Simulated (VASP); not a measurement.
# K2B2P: band structure with revPBE+D3

Crystal: K2B2P.

```xyz
5
Lattice="5.4026 0.0261 -0.0640 -2.6787 4.6182 0.0445 -0.0606 0.0137 5.0629" Properties=species:S:1:pos:R:3 pbc="T T T"
K    -0.0021    3.0913    1.4340
K     2.6653    1.5666    3.6095
B    -0.0212    0.0048    1.7703
B    -0.0394    0.0089    3.2926
P     0.0000    0.0000    0.0000
```

The cell was built by a generator and needn't be a form met in nature.

The cell isn't the ideal one: cell strained at random at fixed volume.

```json
{"Program": "VASP 6.6.1", "Task": "band structure", "Functional": "revPBE", "Dispersion": "D3", "Potentials or basis": "VASP PAW PBE potentials, release 64 (K_sv, B, P)", "Cutoff": "520 eV", "k mesh": "6 × 6 × 5", "Occupations": "gaussian, width 0.05 eV", "Spin": "no spin polarisation", "Further INCAR settings": "ALGO = Normal; EDIFF = 1.00e-06; NBANDS = 22; ISYM = 0"}
```

| Property | Result |
| --- | --- |
| Band gap along the path | none (metal or under the smearing width) |
| Dispersion energy per atom | -0.220 eV |

Levels at the corners of the path, in eV from the Fermi level:
| point | band 11 | band 12 | band 13 | band 14 | band 15 | band 16 |
| --- | --- | --- | --- | --- | --- | --- |
| X | -4.59 | -2.67 | -2.66 | -1.57 | -1.56 | 1.67 |
| Γ | -6.79 | -3.50 | -3.48 | 0.73 | 1.54 | 1.55 |
| Y | -6.78 | -3.97 | -3.41 | 1.27 | 1.31 | 1.32 |
| L | -4.60 | -3.03 | -2.65 | -1.94 | -1.45 | 2.03 |
| Γ | -6.79 | -3.50 | -3.48 | 0.73 | 1.54 | 1.55 |
| Z | -6.78 | -3.96 | -3.42 | 1.25 | 1.30 | 1.33 |
| N | -4.60 | -3.03 | -2.67 | -1.94 | -1.47 | 2.03 |
| Γ | -6.79 | -3.50 | -3.48 | 0.73 | 1.54 | 1.55 |
| M | -6.78 | -3.96 | -3.42 | 1.26 | 1.29 | 1.34 |
| R | -4.60 | -3.03 | -2.66 | -1.94 | -1.47 | 2.01 |
| Γ | -6.79 | -3.50 | -3.48 | 0.73 | 1.54 | 1.55 |

Run time: 6.3 min on 1 thread of Intel(R) Xeon(R) Platinum 8559C (Emerald Rapids), with other jobs on the host, peak memory 0.32 GiB.

Caveat: the log is that of the step along the path at fixed density, whose energy, stress, charges and moments have no meaning.
